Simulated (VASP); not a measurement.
```xyz
4
Lattice="3.1302 0.0000 0.0000 -1.5651 2.7109 0.0000 0.0000 0.0000 5.0118" Properties=species:S:1:pos:R:3 pbc="T T T"
Al     0.0000     1.8072     0.0000
Al     1.5651     0.9036     2.5059
N      0.0000     1.8072     1.9145
N      1.5651     0.9036     4.4204
```

Method: PBE GGA, VASP's PBE PAW potentials (set 64) (plane waves; VASP). Numerical set-up: PREC = Normal, EDIFF = 1E-5, 450 eV cut-off, 11×11×6 Γ-centred mesh, Gaussian smearing of 0.050 eV, potentials Al N.

Question: What does the run give for the energy per atom (σ→0)?

Answer: 
- energy per atom (σ→0) = -7.447 eV/atom

The compound is AlN in the wurtzite structure. It was relaxed first.
